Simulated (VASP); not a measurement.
An input for Quantum ESPRESSO's pw.x (written as the equivalent of a VASP run, and not itself run):

```
&CONTROL
  calculation = 'scf'
  pseudo_dir = './pseudo'
  outdir = './out'
  tprnfor = .true.
  tstress = .true.
/
&SYSTEM
  ibrav = 0
  nat = 3
  ntyp = 2
  ecutwfc = 72
  occupations = 'smearing'
  smearing = 'fermi-dirac'
  degauss = 0.009996
  input_dft = 'pbe'
/
&ELECTRONS
  conv_thr = 7.3e-08
  electron_maxstep = 100
/
ATOMIC_SPECIES
  Sn 118.710 Sn.upf
  S 32.060 S.upf
CELL_PARAMETERS angstrom
     1.8605500    1.0741890    5.6406690
    -1.8605500    1.0741890    5.6406690
     0.0000000   -2.1483780    5.6406690
ATOMIC_POSITIONS crystal
  Sn   0.0000000  0.0000000  0.0000000
  S    0.2520000  0.2520000  0.2520000
  S    0.7480000  0.7480000  0.7480000
K_POINTS automatic
  7 7 7 0 0 0
```

Problem. Translate this input to VASP (INCAR, KPOINTS, POSCAR, choice of POTCAR).

Solution. This is not unique; one that fits is 
### INCAR
```
SYSTEM = SnS2
PREC = Accurate; ENCUT = 300; LREAL = .False.
LASPH = .True.
EDIFF = 1E-6; NELM = 100; ALGO = Normal
LMAXMIX = 4
ISMEAR = -1; SIGMA = 0.136
GGA = PE
ISIF = 2
LWAVE = .False.; LCHARG = .False.
```

POSCAR:
```
SnS2
6.0359490
  0.3082448178   0.1779652214   0.9345123691
 -0.3082448178   0.1779652214   0.9345123691
  0.0000000000  -0.3559304428   0.9345123691
Sn S
1 2
Cartesian
  0.0000000000   0.0000000000   0.0000000000
 -0.0000000000   0.0000000000   0.7064913511
  0.0000000000  -0.0000000000   2.0970457564
```

**KPOINTS**
```
kpoints
0
G
 7 7 7
0 0 0
```

POTCAR, in this order: Sn_d S (PBE.64 set). Program: vasp_std.

What does not carry over: the potentials are each code's own (VASP's PAW set, PseudoDojo norm-conserving files in pw.x), so ENCUT and ecutwfc are chosen apart and not converted; conv_thr bounds pw.x's estimated SCF error, while EDIFF bounds the energy change between steps.

The structure was generated: SnS2 was put into an ordered model structure, which need not be its known phase. The cell was not relaxed at this level.
